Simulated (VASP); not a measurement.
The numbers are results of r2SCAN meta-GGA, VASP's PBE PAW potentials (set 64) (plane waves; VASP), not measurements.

Input for VASP

### KPOINTS
```
kpoints
0
gamma
  10 10 7
```

INCAR:
```
SYSTEM = Te2Au
PREC = Accurate
ENCUT = 400
EDIFF = 1E-7
NELM = 100
ALGO = Normal
LREAL = .FALSE.
LASPH = .TRUE.
ISMEAR = -5
METAGGA = R2SCAN
LMIXTAU = .TRUE.
LMAXMIX = 6
LWAVE = .FALSE.
LCHARG = .FALSE.
LORBIT = 11
NEDOS = 601
ISIF = 2
LEFG = .TRUE.
```

KPOINTS_OPT:
```
k-points along high-symmetry lines
6
Line-mode
Reciprocal
  0.000000   0.000000   0.000000 ! GAMMA
  0.343948   0.343948   0.000000 ! C

 -0.343948   0.656052   0.000000 ! C_2
 -0.500000   0.500000   0.000000 ! Y_2

 -0.500000   0.500000   0.000000 ! Y_2
  0.000000   0.000000   0.000000 ! GAMMA

  0.000000   0.000000   0.000000 ! GAMMA
 -0.500000   0.500000   0.500000 ! M_2

 -0.500000   0.500000   0.500000 ! M_2
 -0.343855   0.656145   0.500000 ! D

  0.343855   0.343855   0.500000 ! D_2
  0.000000   0.000000   0.500000 ! A

  0.000000   0.000000   0.500000 ! A
  0.000000   0.000000   0.000000 ! GAMMA

  0.000000   0.500000   0.500000 ! L_2
  0.000000   0.000000   0.000000 ! GAMMA

  0.000000   0.000000   0.000000 ! GAMMA
  0.000000   0.500000   0.000000 ! V_2
```

File POSCAR:
```
Te2Au
1
    2.1008538403     3.6181340542    -0.0075460316
    2.1008538403    -3.6181340542     0.0075460316
    0.0000000000     0.0093430652    -5.1885757201
Te Au
2 1
Direct
  0.3213081083   0.6786918917   0.7104659670
  0.6786918917   0.3213081083   0.2895340330
  0.0000000000   0.0000000000   0.0000000000
```

POTCAR, in this order: Te Au (PBE.64 set). Program: vasp_std.

Unless said otherwise, spin-orbit coupling is left out, though it shifts the bands of the heavy elements here.

Question: Estimate the energy per atom (σ→0), band gap (over mesh and band path).

Answer: 
- energy per atom (σ→0) = -33.870 eV/atom
- band gap (over mesh and band path) = none (metal, semimetal or under 0.01 eV)

**OSZICAR**
```
...
DAV:  15    -0.101610439884E+03   -0.50166E-05   -0.16091E-05  6195   0.488E-02    0.765E-03
DAV:  16    -0.101610437667E+03    0.22165E-05   -0.42413E-06  6125   0.196E-02    0.519E-03
DAV:  17    -0.101610439556E+03   -0.18889E-05   -0.98351E-07  6125   0.113E-02    0.277E-03
DAV:  18    -0.101610442877E+03   -0.33211E-05   -0.10750E-06  6573   0.889E-03    0.868E-04
DAV:  19    -0.101610443026E+03   -0.14898E-06   -0.26464E-08  3255   0.121E-03    0.295E-04
DAV:  20    -0.101610442995E+03    0.30711E-07   -0.61544E-09  3010   0.835E-04
   1 F= -.10161044E+03 E0= -.10161044E+03  d E =0.000000E+00
       N       E                     dE             ncg
```

The compound is Te2Au in the sg12 structure. It was relaxed first. The electron count is odd and the run is not spin-polarised, which forces a metal.
